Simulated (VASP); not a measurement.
Consider the following.

```xyz
6
Lattice="3.9408 0.0000 0.0000 -1.9704 3.4128 0.0000 0.0000 0.0000 5.0027" Properties=species:S:1:pos:R:3 pbc="T T T"
Si     1.9704     1.1376     1.2507
Si     0.0000     2.2752     3.7521
Ni     0.0000     2.2752     1.2507
Ni     1.9704     1.1376     3.7521
Ni     0.0000     0.0000     2.5014
Ni     0.0000     0.0000     0.0000
```

These are PBEsol GGA, VASP's PBE PAW potentials (set 64) (plane waves; VASP) values and carry that method's errors. Settings: 300 eV cut-off, 10×10×7 Γ-centred mesh, Gaussian smearing of 0.14 eV, potentials Si Ni.

Question: Give the energies of bands 14 to 27 at the high-symmetry points, in eV from the Fermi level.

Answer: 
| band | Γ | M | K | A | L | H |
|---|---|---|---|---|---|---|
| 14 | -1.90 | -2.37 | -2.11 | -1.66 | -2.25 | -2.37 |
| 15 | -1.78 | -2.19 | -2.11 | -1.33 | -2.16 | -2.15 |
| 16 | -1.30 | -2.10 | -1.94 | -1.33 | -2.16 | -2.15 |
| 17 | -1.30 | -1.87 | -1.94 | -1.33 | -1.60 | -1.57 |
| 18 | -1.27 | -1.57 | -1.82 | -1.33 | -1.60 | -1.57 |
| 19 | -1.27 | -1.43 | -1.70 | -1.18 | -1.58 | -1.27 |
| 20 | -1.20 | -1.40 | -1.50 | -1.18 | -1.58 | -1.27 |
| 21 | -0.59 | -1.25 | -1.50 | -1.18 | -1.19 | -1.21 |
| 22 | -0.59 | -1.15 | -1.16 | -1.18 | -1.19 | -1.21 |
| 23 | 0.13 | -0.95 | -1.16 | 1.98 | -0.86 | -1.08 |
| 24 | 2.50 | -0.65 | -0.53 | 1.98 | -0.86 | -1.08 |
| 25 | 2.69 | -0.52 | 0.51 | 3.18 | 0.92 | -0.20 |
| 26 | 2.69 | 1.04 | 0.51 | 3.18 | 0.92 | -0.20 |
| 27 | 2.73 | 1.77 | 1.36 | 3.18 | 2.73 | 5.25 |

It has no gap at this level: it comes out as a metal or semimetal.

The structure comes from a computed database's SiNi2 entry; how it stands against other phases isn't given here. The cell was not relaxed at this level. The run is not spin-polarised, so no magnetic state was tried.
